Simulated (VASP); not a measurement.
A convergence study with VASP on NiAl (CsCl type): one setting is varied, all else stays as given below, so the limit is that of these other settings.

```yaml
crystal:
  lattice:
    - [2.89000, 0.00000, 0.00000]
    - [0.00000, 2.89000, 0.00000]
    - [0.00000, 0.00000, 2.89000]
  atoms:
    - { symbol: Al, position: [0.50000, 0.50000, 0.50000] }
    - { symbol: Ni, position: [0.00000, 0.00000, 0.00000] }
```

These are PBE GGA, VASP's PBE PAW potentials (set 64) (plane waves; VASP) values and carry that method's errors. The tightest run used: 550 eV cut-off, 18×18×18 Monkhorst-Pack mesh, first-order Methfessel-Paxton smearing of 0.10 eV, potentials Al Ni.

The reference is 18×18×18 mesh, which took about 20 core-seconds. The timings are rough (shared machines, no repeats); factors under 2 mean little.

### Question
Of the settings 1×1×1 mesh; 2×2×2 mesh; 3×3×3 mesh; 4×4×4 mesh; 5×5×5 mesh; 6×6×6 mesh; 7×7×7 mesh; 8×8×8 mesh; 9×9×9 mesh; 10×10×10 mesh; 11×11×11 mesh; 12×12×12 mesh; 13×13×13 mesh; 14×14×14 mesh; 15×15×15 mesh; 16×16×16 mesh; 17×17×17 mesh; 18×18×18 mesh, which is the lowest that keeps the difference from the reference in the stress, largest component (GPa) within 0.5 from there on, and what does it cost?

### Answer
6×6×6 mesh; its cost over the reference is about 1/5.
```csv
setting,"difference in the stress, largest component (GPa)",cost over the reference
1×1×1 mesh,8.13,about 1/8
2×2×2 mesh,2.09,about 1/9
3×3×3 mesh,0.75,about 1/8
4×4×4 mesh,1.59,about 1/8
5×5×5 mesh,0.85,about 1/6
6×6×6 mesh,0.04,about 1/5
7×7×7 mesh,0.01,about 1/5
8×8×8 mesh,0.07,about 1/6
9×9×9 mesh,0.14,about 1/4
10×10×10 mesh,0.04,about 1/3
11×11×11 mesh,0.23,about 1/4
12×12×12 mesh,0.02,about 1/4
13×13×13 mesh,0.14,about 1/2
14×14×14 mesh,0.10,about 1/3
15×15×15 mesh,0.00,within a factor of 2
16×16×16 mesh,0.06,within a factor of 2
17×17×17 mesh,0.02,within a factor of 2
18×18×18 mesh,0.00,reference
```

Left out are rungs that failed or repeat a setting and relaxations that didn't move; long series are thinned to 24 rows.

The compound is NiAl in the CsCl type structure. The cell was not relaxed at this level. The run is not spin-polarised, so no magnetic state was tried. The electron count is odd and the run is not spin-polarised, which forces a metal.
